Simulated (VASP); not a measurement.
Input for VASP

### KPOINTS
```
Automatic mesh
0
Gamma
5 5 3
0 0 0
```

INCAR:
```
SYSTEM = SnSe2
PREC = Accurate
ENCUT = 400
EDIFF = 1E-6
NELM = 100
ALGO = Normal
LREAL = .FALSE.
LASPH = .TRUE.
ISMEAR = 0
SIGMA = 0.05
GGA = PE
LMAXMIX = 4
LWAVE = .FALSE.
LCHARG = .FALSE.
ISIF = 2
IBRION = 0
NSW = 3
TEBEG = 300
```

POSCAR:
```
SnSe2
1
    1.9050000000    -3.2995570000     0.0000000000
    1.9050000000     3.2995570000     0.0000000000
    0.0000000000     0.0000000000     6.1400000000
Sn Se
1 2
Direct
  0.0000000000   0.0000000000   0.0000000000
  0.3333330000   0.6666670000   0.2500000000
  0.6666670000   0.3333330000   0.7500000000
```

POTCAR, in this order: Sn_d Se (PBE.64 set). Program: vasp_std.

The resulting files:

**standard output**
```
 POSCAR found type information on POSCAR SnSe
 POSCAR found :  2 types and       3 ions
 Reading from existing POTCAR

 -----------------------------------------------------------------------------
|                                                                             |
|     EEEEEEE  RRRRRR   RRRRRR   OOOOOOO  RRRRRR      ###     ###     ###     |
|     E        R     R  R     R  O     O  R     R     ###     ###     ###     |
|     E        R     R  R     R  O     O  R     R     ###     ###     ###     |
|     EEEEE    RRRRRR   RRRRRR   O     O  RRRRRR       #       #       #      |
|     E        R   R    R   R    O     O  R   R                               |
|     E        R    R   R    R   O     O  R    R      ###     ###     ###     |
|     EEEEEEE  R     R  R     R  OOOOOOO  R     R     ###     ###     ###     |
|                                                                             |
|     Fatal error! IBRION=0, but no entry for POTIM on file INCAR. MUST       |
|     be specified!                                                           |
|                                                                             |
|       ---->  I REFUSE TO CONTINUE WITH THIS SICK JOB ... BYE!!! <----       |
|                                                                             |
 -----------------------------------------------------------------------------
```

### Question
Read input and log: which fault does this run have?
(A) ALGO = VeryFast starts from random orbitals with almost no delay (NELMDL = -1)
(B) simple mixing (IMIX = 1) with AMIX above 1 overshoots
(C) molecular dynamics (IBRION = 0) was asked for without POTIM
(D) Methfessel-Paxton smearing was used on a material with a gap

### Answer
C, molecular dynamics (IBRION = 0) was asked for without POTIM. VASP stops with an error: Fatal error! IBRION=0, but no entry for POTIM on file INCAR. MUST be specified! ----> I REFUSE TO CONTINUE WITH THIS SICK JOB ... BYE!!! <----

To mend it, set POTIM to the time step in fs (1 to 2 fs suits most solids). The plain static run on this cell (PBE GGA, plane waves, VASP's PBE PAW potentials (set 64)) converges, and its OSZICAR ends with
```
   1 F= -.11721069E+02 E0= -.11721069E+02  d E =-.704698E-14
```

The compound is SnSe2 in the 1T layered structure. The cell was not relaxed at this level.
